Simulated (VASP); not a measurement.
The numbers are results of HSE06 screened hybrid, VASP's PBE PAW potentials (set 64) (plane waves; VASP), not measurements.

Input for VASP

**KPOINTS**
```
Automatic
0
G
1 1 1
0 0 0
```

### POSCAR
```
Al31As33
1
   11.4648462108     0.0000000000     0.0000000000
    0.0000000000    11.4648462108     0.0000000000
    0.0000000000     0.0000000000    11.4648462108
Al As
31 33
Direct
  0.5000143698   0.0000891980   0.0001462812
  0.7501121917   0.2498166307   0.0007637996
  0.7500841512   0.0005344711   0.2500255024
  0.9999971563   0.0000178939   0.0000018607
  0.2500475491   0.2499850593   0.9996532217
  0.4999888751   0.4999709946   0.0001644360
  0.7500656390   0.7500916232   0.9994672259
  0.2500340145   0.9997284088   0.2500482259
  0.4996030306   0.2488537821   0.2488719647
  0.7517511085   0.5010191213   0.2484691471
  0.4999990671   0.0000660727   0.4999986103
  0.7516887382   0.2484776383   0.5008540441
  0.7500868810   0.9994916579   0.7500852733
  0.9999357138   0.5000205237   0.0001824477
  0.2498500609   0.7502022712   0.0007445772
  0.9995604424   0.2500073949   0.2500122887
  0.2485769378   0.4994592456   0.2485788529
  0.5008762789   0.7517929838   0.2483848341
  0.9998953801   0.9999714421   0.5000540498
  0.2485216409   0.2486022016   0.4995930669
  0.7513089900   0.7512852789   0.4995252360
  0.2499014522   0.0005893558   0.7501225048
  0.5007793411   0.2483273937   0.7518970834
  0.7517841568   0.4989515302   0.7519224478
  0.0005606329   0.7501458207   0.2500266141
  0.0000559716   0.4999930907   0.4999894827
  0.2483467225   0.7518126985   0.5008123764
  0.0006618650   0.2498539076   0.7501290870
  0.2479047155   0.5012119192   0.7521934187
  0.4991055548   0.7517015417   0.7518310041
  0.9993561807   0.7501865190   0.7500644654
  0.6250773588   0.1249888219   0.1251592788
  0.8750542855   0.3749051807   0.1250697471
  0.8751011316   0.1249644407   0.3749159756
  0.1251026164   0.1251352345   0.1251159861
  0.3750205392   0.3749724688   0.1250701317
  0.6250767733   0.6251151241   0.1249007947
  0.8748974298   0.8749124312   0.1251170657
  0.3750345799   0.1251175667   0.3750667811
  0.6319485780   0.3687272945   0.3687659441
  0.8751691042   0.6251746837   0.3750449072
  0.6250334883   0.1249048613   0.6250779666
  0.8753098582   0.3749184197   0.6251493826
  0.8749178901   0.1250854601   0.8749374946
  0.1248839245   0.6251001688   0.1250189165
  0.3749015264   0.8752145448   0.1250174230
  0.1250053601   0.3749918285   0.3749949217
  0.3682237463   0.6321052718   0.3682727760
  0.6251182820   0.8751017134   0.3750587799
  0.1249009917   0.1248511103   0.6251257105
  0.3677401382   0.3681810536   0.6328379402
  0.4996009462   0.4999849542   0.5006982239
  0.6316913376   0.6314760572   0.6323692785
  0.8749336960   0.8750397005   0.6251237040
  0.3748577729   0.1248583217   0.8752287129
  0.6251210042   0.3748434668   0.8754021210
  0.8751526870   0.6251388020   0.8751722957
  0.1249104388   0.8752454263   0.3749086164
  0.1247799607   0.6251979593   0.6250652415
  0.3749509220   0.8752106904   0.6251211683
  0.1247980752   0.3748593814   0.8753466516
  0.3748715195   0.6252058071   0.8754214351
  0.6251320237   0.8751907243   0.8751643497
  0.1250742035   0.8749233594   0.8749188472
```

### INCAR
```
! general
SYSTEM  =Al31As33
PREC    =Normal
ENCUT   =400   ! plane-wave cut-off (eV)
LREAL   =Auto   ! projection in real space or not
LASPH   =T
ISYM    =0

! electronic loop
EDIFF   =1E-5
NELM    =50   ! most electronic steps
NELMIN  =4
ALGO    =Normal
LMAXMIX =4

! smearing
ISMEAR  =0   ! Gaussian
SIGMA   =0.05   ! width (eV)

! functional
GGA     =PE   ! PBE
LHFCALC =T
AEXX    =0.25
HFSCREEN=0.2   ! 1/Angstrom
PRECFOCK=Fast

! ions
ISIF    =0

! output
LWAVE   =F
LCHARG  =F
```

POTCAR, in this order: Al As (PBE.64 set). Program: vasp_gam. Read from the step before: WAVECAR.

The resulting files:

OUTCAR:
```
 ion  position               nearest neighbor table
   1  0.500  0.000  0.000-  55 2.48  46 2.48  32 2.48  63 2.48
   2  0.750  0.250  0.001-  32 2.48  33 2.48  44 2.48  56 2.48
   3  0.750  0.001  0.250-  32 2.48  34 2.48  38 2.48  49 2.49
   4  1.000  0.000  0.000-  44 2.48  64 2.48  38 2.48  35 2.48
   5  0.250  0.250  1.000-  55 2.48  61 2.48  35 2.48  36 2.48
   6  0.500  0.500  0.000-  36 2.48  37 2.48  56 2.48  62 2.48
   7  0.750  0.750  0.999-  57 2.48  63 2.48  38 2.48  37 2.48
   8  0.250  1.000  0.250-  46 2.48  58 2.48  35 2.48  39 2.48
   9  0.500  0.249  0.249-  40 2.47  32 2.47  39 2.48  36 2.48
  10  0.752  0.501  0.248-  40 2.47  33 2.47  41 2.48  37 2.48
  11  0.500  0.000  0.500-  39 2.48  42 2.48  49 2.48  60 2.48
  12  0.752  0.248  0.501-  40 2.47  34 2.47  43 2.48  42 2.48
  13  0.750  0.999  0.750-  54 2.48  63 2.48  44 2.48  42 2.49
  14  1.000  0.500  0.000-  61 2.48  45 2.48  33 2.48  57 2.48
  15  0.250  0.750  0.001-  46 2.48  45 2.48  64 2.48  62 2.48
  16  1.000  0.250  0.250-  33 2.48  34 2.48  35 2.48  47 2.48
  17  0.249  0.499  0.249-  48 2.47  45 2.47  36 2.48  47 2.48
  18  0.501  0.752  0.248-  48 2.47  46 2.47  49 2.48  37 2.48
  19  1.000  1.000  0.500-  58 2.48  34 2.48  50 2.48  54 2.48
  20  0.249  0.249  0.500-  51 2.47  50 2.47  47 2.48  39 2.48
  21  0.751  0.751  0.500-  53 2.47  54 2.47  41 2.48  49 2.48
  22  0.250  0.001  0.750-  50 2.48  55 2.48  64 2.48  60 2.49
  23  0.501  0.248  0.752-  51 2.47  55 2.47  56 2.48  42 2.48
  24  0.752  0.499  0.752-  53 2.47  57 2.47  56 2.48  43 2.48
...
```

File OSZICAR:
```
       N       E                     dE             d eps       ncg     rms          rms(c)
DAV:   1    -0.347840090981E+03   -0.34784E+03   -0.22104E+01   372   0.996E+00    0.427E+01
DAV:   2    -0.348013573728E+03   -0.17348E+00   -0.74592E-01   380   0.190E+00    0.335E+01
DAV:   3    -0.347983992876E+03    0.29581E-01   -0.23184E-02   374   0.314E-01    0.209E+01
DAV:   4    -0.347972345744E+03    0.11647E-01   -0.57765E-03   360   0.134E-01    0.125E+01
DAV:   5    -0.347968411444E+03    0.39343E-02   -0.14523E-03   352   0.694E-02    0.735E+00
DAV:   6    -0.347967038737E+03    0.13727E-02   -0.43124E-04   342   0.409E-02    0.429E+00
DAV:   7    -0.347966591629E+03    0.44711E-03   -0.15865E-04   358   0.249E-02    0.246E+00
DAV:   8    -0.347966457087E+03    0.13454E-03   -0.46923E-05   286   0.141E-02    0.141E+00
DAV:   9    -0.347966420341E+03    0.36745E-04   -0.16871E-05   198   0.959E-03    0.821E-01
DAV:  10    -0.347966417814E+03    0.25276E-05   -0.86479E-06   182   0.700E-03
   1 F= -.34796642E+03 E0= -.34796642E+03  d E =-.174982E-12
```

File OUTCAR:
```
------------------------ aborting loop because EDIFF is reached ----------------------------------------
  volume of cell :     1506.97
      direct lattice vectors                 reciprocal lattice vectors
    11.464846211  0.000000000  0.000000000     0.087223150  0.000000000  0.000000000
     0.000000000 11.464846211  0.000000000     0.000000000  0.087223150  0.000000000
     0.000000000  0.000000000 11.464846211     0.000000000  0.000000000  0.087223150
  FREE ENERGIE OF THE ION-ELECTRON SYSTEM (eV)
  ---------------------------------------------------
  free  energy   TOTEN  =      -347.9664178139 eV

  energy  without entropy=     -347.9664178139  energy(sigma->0) =     -347.96641781

  exchange ACFDT corr.  =         0.00000000  see jH, gK, PRB 81, 115126
```
(Selected blocks of OUTCAR.)

The supercell is sampled at Γ alone, which is coarse: total energies, pressure and levels can be off, energies of defects by several tenths of an eV.

The cell is a supercell with a defect, built from AlAs (zinc blende): As_Al. The cell's shape comes from a PBE relaxation. The run is not spin-polarised, so no state with unpaired spins was tried.
